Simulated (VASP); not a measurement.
Set up this calculation in VASP 6.6.1, as the native input.

| Item | Value |
| --- | --- |
| Task | relaxation of cell and atoms |
| Functional | PBEsol |
| Potentials or basis | VASP PAW PBE potentials, release 64 (Al, Ga_d, As) |
| Cutoff | 600 eV |
| k mesh | 6 × 6 × 6 |
| Occupations | gaussian, width 0.03 eV |
| Spin | no spin polarisation |
| Further INCAR settings | ALGO = Normal; EDIFF = 1e-06; IBRION = 2; EDIFFG = -0.01; NSW = 90; ISIF = 3 |

The structure of AlGa3As4 lies in POSCAR:

```
AlGa3As4
1.0
    5.6554750000      0.0000000000      0.0000000000
    0.0000000000     -5.6554750000      0.0000000000
    0.0000000000      0.0000000000     -5.6554750000
Al Ga As
1 3 4
Direct
    0.0000000000      0.5000000000      0.5000000000
    0.5000000000      0.0000000000      0.5000000000
    0.5000000000      0.5000000000      0.0000000000
    0.0000000000      0.0000000000      0.0000000000
    0.2500000000      0.2500000000      0.2500000000
    0.7500000000      0.7500000000      0.2500000000
    0.7500000000      0.2500000000      0.7500000000
    0.2500000000      0.7500000000      0.7500000000
```

The cell was built by a generator and needn't be a form met in nature.

These files were run (other wordings do the same):

INCAR

```
PREC = Accurate
ENCUT = 600
EDIFF = 1E-6
ISMEAR = 0
SIGMA = 0.03
LREAL = F
LASPH = T
NELM = 80
ALGO = Normal
ISIF = 3
LWAVE = F
LCHARG = F
GGA = PS
IBRION = 2
NSW = 90
EDIFFG = -0.01
KPAR = 2
```

KPOINTS

```
regular mesh
0
Gamma
  6 6 6
```

Potentials or basis: VASP PAW PBE potentials, release 64 (Al, Ga_d, As).

Command:

```console
$ cat potpaw_PBE.64/Al/POTCAR potpaw_PBE.64/Ga_d/POTCAR potpaw_PBE.64/As/POTCAR > POTCAR
$ mpirun -np 2 vasp_std > vasp.out
```

Results of the run:

* Relaxed volume: 22.77 Å³/atom
* Relaxed cell: a = 5.669 Å, b = 5.669 Å, c = 5.669 Å, α = 90.00°, β = 90.00°, γ = 90.00°
* Space group after relaxing (to 0.05 Å): P-43m (No. 215)
* Energy gained by relaxing: 0.2 meV/atom
* Ionic steps: 3
* Pressure after relaxing: 0.0 GPa
* Band gap on the k mesh: 0.74 eV, direct

Caveat: the PAW data sets were made with another functional, which shifts forces and pressure a little.

It took 3.2 min on 2 MPI ranks on Intel(R) Xeon(R) Platinum 8259CL CPU @ 2.50GHz (Skylake/Cascade Lake), on a shared host, peak memory 0.43 GiB a rank.
